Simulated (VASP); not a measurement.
An input for Ansatz (written as the equivalent of a VASP run, and not itself run):

Ansatz 0.2 input:
```yaml
crystal:
  lattice:
    - [6.8251528, 0.0000000, 0.0000000]
    - [0.0000000, 3.7509108, 0.0000000]
    - [0.0000000, 0.0000000, 5.2072109]
  atoms:
    - { symbol: Hf, position: [0.6752101, 0.2500000, 0.3745065] }
    - { symbol: Hf, position: [0.3247899, 0.7500000, 0.6254935] }
    - { symbol: Hf, position: [0.8247899, 0.7500000, 0.8745065] }
    - { symbol: Hf, position: [0.1752101, 0.2500000, 0.1254935] }
    - { symbol: Si, position: [0.5432854, 0.2500000, 0.8597839] }
    - { symbol: Si, position: [0.4567146, 0.7500000, 0.1402161] }
    - { symbol: Si, position: [0.9567146, 0.7500000, 0.3597839] }
    - { symbol: Si, position: [0.0432854, 0.2500000, 0.6402161] }
kpoints:
  mp_grid: { grid: [4, 7, 6] }
hamiltonian:
  xc: r2scan
  pseudopotentials: { kind: paw }
scf:
  occupations: { method: methfessel_paxton, width: 0.1 }
  max_iter: 100
relax:
  max_steps: 60
  f_tol: 0.02
  cell: {}
output: { forces: true, stress: true, eigenvalues: true }
```

Question: Translate this input to VASP (INCAR, KPOINTS, POSCAR, choice of POTCAR).

Answer: Several could match; the one computed here: 
POSCAR:
```
HfSi
1
    6.8251528229     0.0000000000     0.0000000000
    0.0000000000     3.7509107624    -0.0000000000
    0.0000000000    -0.0000000000     5.2072109015
Hf Si
4 4
Direct
  0.6752101132   0.2500000000   0.3745064520
  0.3247898868   0.7500000000   0.6254935480
  0.8247898868   0.7500000000   0.8745064520
  0.1752101132   0.2500000000   0.1254935480
  0.5432853721   0.2500000000   0.8597838994
  0.4567146279   0.7500000000   0.1402161006
  0.9567146279   0.7500000000   0.3597838994
  0.0432853721   0.2500000000   0.6402161006
```

KPOINTS:
```
Automatic mesh
0
Gamma
4 7 6
0 0 0
```

**INCAR**
```
ALGO  =  Normal
EDIFF  =  1E-6
EDIFFG  =  -0.02
ENCUT  =  400
IBRION  =  2
ISIF  =  3
ISMEAR  =  1
LASPH  =  .TRUE.
LCHARG  =  .FALSE.
LMAXMIX  =  6
LMIXTAU  =  .TRUE.
LREAL  =  .FALSE.
LWAVE  =  .FALSE.
METAGGA  =  R2SCAN
NELM  =  100
NSW  =  60
PREC  =  Accurate
SIGMA  =  0.1
SYSTEM  =  HfSi
```

POTCAR, in this order: Hf_pv Si (PBE.64 set). Program: vasp_std.

What does not carry over: each code has its own PAW files, so the cut-off isn't converted (ENCUT is set for VASP's; basis.ecutwfc is left out, and Ansatz then takes the one that its files recommend); Ansatz stops its SCF on the density residual and VASP on the energy change (EDIFF).

The structure comes from a computed database's HfSi entry (Pnma); how it stands against other phases isn't given here. This run relaxes it. Symmetry was kept, so distortions that lower it aren't found. The start is the result of an earlier pass.
